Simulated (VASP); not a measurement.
Computed with HSE06 screened hybrid, VASP's PBE PAW potentials (set 64) (plane waves; VASP 6.6.1).

VASP input:

File KPOINTS:
```
Automatic mesh
0
Gamma
1 1 1
0 0 0
```

### POSCAR
```
Al36N35Si
1
    4.6932676572    -8.1289780179     0.0000000000
    4.6932676572     8.1289780179     0.0000000000
    0.0000000000     0.0000000000    10.0192026156
Al N Si
36 35 1
Direct
  0.2254526819   0.1121190997   0.2495194964
  0.1099001192   0.2215489249   0.0025138343
  0.2176341882   0.1082569432   0.7529057642
  0.1138055332   0.2234923523   0.4984400262
  0.2255941417   0.4464730263   0.2495074011
  0.1111914293   0.5553726292   0.0023287237
  0.2178241288   0.4427097284   0.7528882913
  0.1117926665   0.5561146508   0.5003351667
  0.2223211678   0.7776895192   0.2505135226
  0.1111218037   0.8889135056   0.0023680549
  0.2224037639   0.7778096254   0.7513035981
  0.1115910374   0.8886246361   0.5003057519
  0.5534528682   0.1121034935   0.2495546463
  0.4429536122   0.2190990633   0.9879979337
  0.5574987449   0.1082279218   0.7529200907
  0.4293609746   0.1917520125   0.5121731036
  0.5556860308   0.4442961938   0.2146687930
  0.4431238563   0.5569579653   0.9880005557
  0.5558372230   0.4444511159   0.7320719915
  0.4296580501   0.5706033449   0.5120808669
  0.5535459650   0.7744168238   0.2495471338
  0.4446949958   0.8888914799   0.0023418405
  0.5575330117   0.7824265851   0.7529016880
  0.4441243646   0.8885119033   0.5003555822
  0.8889323525   0.1110736658   0.2533807307
  0.7784500556   0.2215809786   0.0025570173
  0.8890467525   0.1112289495   0.7490717005
  0.7766338464   0.2236057778   0.4984311851
  0.8879247596   0.4465484759   0.2495695243
  0.7809632868   0.5570723111   0.9879669299
  0.8920197680   0.4427144749   0.7529103837
  0.8087024611   0.5709180656   0.5122419995
  0.8878598624   0.7744821860   0.2495602901
  0.7784934970   0.8901260099   0.0025508856
  0.8919765831   0.7825902301   0.7529325507
  0.7767042738   0.8863263070   0.4984590158
  0.2153509278   0.1024619836   0.4409017914
  0.1113944532   0.2222688105   0.1938083937
  0.2171618699   0.1089250291   0.9413807645
  0.1113303005   0.2223098239   0.6906389314
  0.2155562920   0.4460806504   0.4409085323
  0.1115151883   0.5559755816   0.1920351775
  0.2173178803   0.4414395535   0.9413794796
  0.1117758368   0.5563740393   0.6917305049
  0.2224494682   0.7777995630   0.4425725147
  0.1114299618   0.8885495930   0.1920657664
  0.2223235503   0.7777523840   0.9422817932
  0.1116922908   0.8885675572   0.6917011650
  0.5539679283   0.1022669061   0.4409430101
  0.4406673284   0.2145699264   0.1759955597
  0.5585618245   0.1089414706   0.9414020997
  0.4387108353   0.2105500209   0.7030795857
  0.4408672228   0.5591398284   0.1760071809
  0.5557220956   0.4443445507   0.9339919174
  0.4389161322   0.5613409666   0.7030282044
  0.5540899210   0.7847113564   0.4409421891
  0.4440359481   0.8884970737   0.1920524476
  0.5586284562   0.7827638891   0.9414012804
  0.4438650823   0.8884895409   0.6917465106
  0.8890182248   0.1111399043   0.4433018799
  0.7776792155   0.2223105017   0.1938670563
  0.8889313566   0.1110947179   0.9418588372
  0.7778681756   0.2223350411   0.6906417867
  0.8980269354   0.4462190873   0.4409423821
  0.7854160353   0.5592790611   0.1759643668
  0.8911530316   0.4414697179   0.9414031377
  0.7897297209   0.5615203919   0.7031326461
  0.8978579240   0.7849032037   0.4409355949
  0.7777420230   0.8885783282   0.1938423401
  0.8911319568   0.7828855689   0.9414171521
  0.7779391239   0.8889257663   0.6906561599
  0.5561556245   0.4443726344   0.4388677898
```

INCAR:
```
# general
SYSTEM   = Al36N35Si
PREC     = Normal
ENCUT    = 400
LREAL    = Auto   # projection in real space or not
LASPH    = .TRUE.
ISYM     = 0
NELECT   = 288.0

# electronic loop
EDIFF    = 1E-5   # SCF stop (eV)
NELM     = 50   # most electronic steps
NELMIN   = 4
ALGO     = Normal   # blocked Davidson

# smearing
ISMEAR   = 0
SIGMA    = 0.05

# functional
GGA      = PE   # PBE
LHFCALC  = .TRUE.
AEXX     = 0.25
HFSCREEN = 0.2   # 1/Angstrom
PRECFOCK = Fast

# ions
ISIF     = 0

# output
LWAVE    = .FALSE.
LCHARG   = .FALSE.
```

POTCAR, in this order: Al N Si (PBE.64 set). Program: vasp_gam. Read from the step before: WAVECAR.

Output

OUTCAR:
```
 ion  position               nearest neighbor table
   1  0.225  0.112  0.250-  50 1.90  38 1.91  46 1.91  37 1.92  10 3.07   2 3.08  13 3.08   4 3.08
                            12 3.10  16 3.12   9 3.12  17 3.13   5 3.14  25 3.15  14 3.16  33 3.17
   2  0.110  0.222  0.003-  39 1.89  43 1.89  62 1.90  38 1.92   5 3.08   1 3.08   3 3.08   7 3.08
                            25 3.09  27 3.11  34 3.11  26 3.11   6 3.13  10 3.13  14 3.14  18 3.14
   3  0.218  0.108  0.753-  52 1.87  39 1.89  48 1.89  40 1.90  16 2.97  14 2.98  35 3.06  10 3.07
                             2 3.08  12 3.10  27 3.10   4 3.11  11 3.12   7 3.14  19 3.17  15 3.19
   4  0.114  0.223  0.498-  41 1.90  37 1.90  60 1.91  40 1.93  25 3.06   5 3.08   1 3.08  27 3.11
                             3 3.11   7 3.11  16 3.12  20 3.12   8 3.13  12 3.13  36 3.16  28 3.17
   5  0.226  0.446  0.250-  53 1.90  38 1.91  42 1.91  41 1.92   6 3.07   2 3.08  21 3.08   4 3.08
                             8 3.10  20 3.12   9 3.12  17 3.13   1 3.14  25 3.15  18 3.16  29 3.17
   6  0.111  0.555  0.002-  66 1.89  43 1.89  42 1.90  47 1.91  31 3.07   7 3.07   5 3.07  29 3.07
                             9 3.07  11 3.10  30 3.11  18 3.11   2 3.13  26 3.13  22 3.13  10 3.13
   7  0.218  0.443  0.753-  55 1.87  43 1.89  44 1.89  40 1.90  20 2.97  18 2.98  31 3.06   6 3.07
                             2 3.08   8 3.10  27 3.10   4 3.11  11 3.12   3 3.14  19 3.17  23 3.19
   8  0.112  0.556  0.500-  64 1.84  41 1.84  45 1.89  44 1.92  32 2.92  20 2.92   9 3.08  11 3.09
                             7 3.10  31 3.10   5 3.10  29 3.10  24 3.12  12 3.12   4 3.13  28 3.13
   9  0.222  0.778  0.251-  57 1.90  42 1.90  46 1.90  45 1.92   6 3.07  22 3.07  10 3.07   8 3.08
                            12 3.08  24 3.08  29 3.12  13 3.12   5 3.12  33 3.12  21 3.12   1 3.12
  10  0.111  0.889  0.002-  70 1.89  39 1.89  46 1.90  47 1.91  35 3.07   1 3.07   3 3.07  33 3.07
                             9 3.07  11 3.10  30 3.11  14 3.11  34 3.13   2 3.13   6 3.13  22 3.13
  11  0.222  0.778  0.751-  44 1.90  59 1.90  48 1.90  47 1.91  12 3.09  24 3.09   8 3.09  22 3.10
                             6 3.10  10 3.10  31 3.12  15 3.12   7 3.12  35 3.12  23 3.12   3 3.12
  12  0.112  0.889  0.500-  68 1.84  37 1.84  45 1.89  48 1.92  32 2.92  16 2.92   9 3.08  11 3.09
                             3 3.10  35 3.10   1 3.10  33 3.10  24 3.12   8 3.12  36 3.13   4 3.13
  13  0.553  0.112  0.250-  50 1.90  61 1.91  57 1.91  49 1.92  22 3.07  26 3.08   1 3.08  28 3.08
                            24 3.10  16 3.12   9 3.12  17 3.13  29 3.14  25 3.15  14 3.16  21 3.17
  14  0.443  0.219  0.988-  50 1.88  51 1.89  39 1.89  54 1.91  17 2.92   3 2.98  15 2.98  10 3.11
                            22 3.11  26 3.14   2 3.14  19 3.15   1 3.16  13 3.16  18 3.17  30 3.17
  15  0.557  0.108  0.753-  52 1.87  51 1.89  59 1.89  63 1.90  16 2.97  14 2.98  23 3.06  22 3.07
                            26 3.08  24 3.10  27 3.10  28 3.11  11 3.12  31 3.14  19 3.17   3 3.19
  16  0.429  0.192  0.512-  37 1.89  49 1.89  52 1.92  72 2.18  12 2.92  24 2.92  15 2.97   3 2.97
                            19 3.01  13 3.12   1 3.12  28 3.12   4 3.12
  17  0.556  0.444  0.215-  53 1.91  50 1.91  65 1.91  72 2.25  14 2.92  18 2.92  30 2.92  13 3.13
                            29 3.13   5 3.13  33 3.13  21 3.13   1 3.13
  18  0.443  0.557  0.988-  53 1.88  58 1.89  43 1.89  54 1.91  17 2.92   7 2.98  23 2.98   6 3.11
                            22 3.11  34 3.14   2 3.14  19 3.15   5 3.16  21 3.16  14 3.17  30 3.17
  19  0.556  0.444  0.732-  55 1.92  67 1.92  52 1.92  54 2.02  72 2.94  20 3.01  16 3.01  32 3.01
                            30 3.15  18 3.15  14 3.15  31 3.17  15 3.17  23 3.17   7 3.17  35 3.17
  20  0.430  0.571  0.512-  56 1.89  41 1.89  55 1.92  72 2.18   8 2.92  24 2.92   7 2.97  23 2.97
                            19 3.01  21 3.12   5 3.12  36 3.12   4 3.12
  21  0.554  0.774  0.250-  53 1.90  69 1.91  57 1.91  56 1.92  22 3.07  34 3.08   5 3.08  36 3.08
                            24 3.10  20 3.12   9 3.12  17 3.13  33 3.14  25 3.15  18 3.16  13 3.17
  22  0.445  0.889  0.002-  51 1.89  58 1.89  57 1.90  47 1.91  23 3.07  15 3.07  13 3.07  21 3.07
                             9 3.07  11 3.10  14 3.11  18 3.11  34 3.13  26 3.13   6 3.13  10 3.13
  23  0.558  0.782  0.753-  55 1.87  58 1.89  59 1.89  71 1.90  20 2.97  18 2.98  15 3.06  22 3.07
                            34 3.08  24 3.10  27 3.10  36 3.11  11 3.12  35 3.14  19 3.17   7 3.19
  24  0.444  0.889  0.500-  49 1.84  56 1.84  45 1.89  59 1.92  16 2.92  20 2.92   9 3.08  11 3.09
                            23 3.10  15 3.10  21 3.10  13 3.10   8 3.12  12 3.12  36 3.13  28 3.13
  25  0.889  0.111  0.253-  60 1.90  38 1.90  61 1.90  69 1.90  36 3.06  28 3.06   4 3.06  34 3.09
                            26 3.09   2 3.09  29 3.15  13 3.15   1 3.15  21 3.15   5 3.15  33 3.15
  26  0.778  0.222  0.003-  51 1.89  66 1.89  62 1.90  61 1.92  29 3.08  13 3.08  15 3.08  31 3.08
                            25 3.09  27 3.11   2 3.11  34 3.11  22 3.13   6 3.13  30 3.14  14 3.14
  27  0.889  0.111  0.749-  63 1.90  40 1.90  71 1.90  62 1.93  31 3.10  15 3.10   3 3.10  35 3.10
                             7 3.10  23 3.10   4 3.11  28 3.11  36 3.11   2 3.11  26 3.11  34 3.11
  28  0.777  0.224  0.498-  64 1.90  49 1.90  60 1.91  63 1.93  25 3.06  29 3.08  13 3.08  27 3.11
                            31 3.11  15 3.11  32 3.12  16 3.12  24 3.13   8 3.13   4 3.17  36 3.17
  29  0.888  0.447  0.250-  65 1.90  61 1.91  42 1.91  64 1.92   6 3.07  26 3.08  33 3.08  28 3.08
                             8 3.10  32 3.12   9 3.12  17 3.13  13 3.14  25 3.15  30 3.16   5 3.17
  30  0.781  0.557  0.988-  65 1.88  66 1.89  70 1.89  54 1.91  17 2.92  31 2.98  35 2.98  10 3.11
                             6 3.11  26 3.14  34 3.14  19 3.15  33 3.16  29 3.16  18 3.17  14 3.17
  31  0.892  0.443  0.753-  67 1.87  66 1.89  44 1.89  63 1.90  32 2.97  30 2.98   7 3.06   6 3.07
                            26 3.08   8 3.10  27 3.10  28 3.11  11 3.12  15 3.14  19 3.17  35 3.19
  32  0.809  0.571  0.512-  68 1.89  64 1.89  67 1.92  72 2.18  12 2.92   8 2.92  31 2.97  35 2.97
                            19 3.01  33 3.12  29 3.12  28 3.12  36 3.12
  33  0.888  0.774  0.250-  65 1.90  69 1.91  46 1.91  68 1.92  10 3.07  34 3.08  29 3.08  36 3.08
                            12 3.10  32 3.12   9 3.12  17 3.13  21 3.14  25 3.15  30 3.16   1 3.17
  34  0.778  0.890  0.003-  58 1.89  70 1.89  62 1.90  69 1.92  21 3.08  33 3.08  23 3.08  35 3.08
                            25 3.09   2 3.11  27 3.11  26 3.11  22 3.13  10 3.13  18 3.14  30 3.14
  35  0.892  0.783  0.753-  67 1.87  70 1.89  48 1.89  71 1.90  32 2.97  30 2.98   3 3.06  10 3.07
                            34 3.08  12 3.10  27 3.10  36 3.11  11 3.12  23 3.14  19 3.17  31 3.19
  36  0.777  0.886  0.498-  68 1.90  56 1.90  60 1.91  71 1.93  25 3.06  33 3.08  21 3.08  27 3.11
                            35 3.11  23 3.11  20 3.12  32 3.12  24 3.13  12 3.13   4 3.16  28 3.17
  37  0.215  0.102  0.441-  12 1.84  16 1.89   4 1.90   1 1.92
  38  0.111  0.222  0.194-  25 1.90   5 1.91   1 1.91   2 1.92
...
```

File OSZICAR:
```
       N       E                     dE             d eps       ncg     rms          rms(c)
DAV:   1    -0.605344363237E+03   -0.60534E+03   -0.17953E+01   434   0.861E+00    0.498E+01
DAV:   2    -0.605468946541E+03   -0.12458E+00   -0.41611E-01   431   0.148E+00    0.350E+01
DAV:   3    -0.605450489862E+03    0.18457E-01   -0.74416E-03   420   0.236E-01    0.215E+01
DAV:   4    -0.605442835412E+03    0.76544E-02   -0.33074E-03   404   0.123E-01    0.127E+01
DAV:   5    -0.605440459568E+03    0.23758E-02   -0.86498E-04   399   0.628E-02    0.745E+00
DAV:   6    -0.605439650018E+03    0.80955E-03   -0.21685E-04   415   0.383E-02    0.430E+00
DAV:   7    -0.605439385062E+03    0.26496E-03   -0.85718E-05   391   0.249E-02    0.248E+00
DAV:   8    -0.605439301842E+03    0.83220E-04   -0.21145E-05   244   0.138E-02    0.145E+00
DAV:   9    -0.605439276991E+03    0.24851E-04   -0.14842E-05   207   0.116E-02    0.830E-01
DAV:  10    -0.605439271953E+03    0.50376E-05   -0.58674E-06   215   0.660E-03
   1 F= -.60543927E+03 E0= -.60543927E+03  d E =-.143825E-12
```

File OUTCAR:
```
------------------------ aborting loop because EDIFF is reached ----------------------------------------
  volume of cell :      764.49
      direct lattice vectors                 reciprocal lattice vectors
     4.693267657 -8.128978018  0.000000000     0.106535582 -0.061508347  0.000000000
     4.693267657  8.128978018  0.000000000     0.106535582  0.061508347  0.000000000
     0.000000000  0.000000000 10.019202616     0.000000000  0.000000000  0.099808342
  FREE ENERGIE OF THE ION-ELECTRON SYSTEM (eV)
  ---------------------------------------------------
  free  energy   TOTEN  =      -605.4392719531 eV

  energy  without entropy=     -605.4392719531  energy(sigma->0) =     -605.43927195

  exchange ACFDT corr.  =         0.00000000  see jH, gK, PRB 81, 115126
```
(Selected blocks of OUTCAR.)

The cell is charged, with a uniform compensating background. The supercell is sampled at Γ alone, which is coarse: total energies, pressure and levels can be off, energies of defects by several tenths of an eV.

The cell is a supercell with a defect, built from AlN (wurtzite): Si_N, charge -1. The cell's shape comes from a PBE relaxation. The run is not spin-polarised, so no state with unpaired spins was tried.
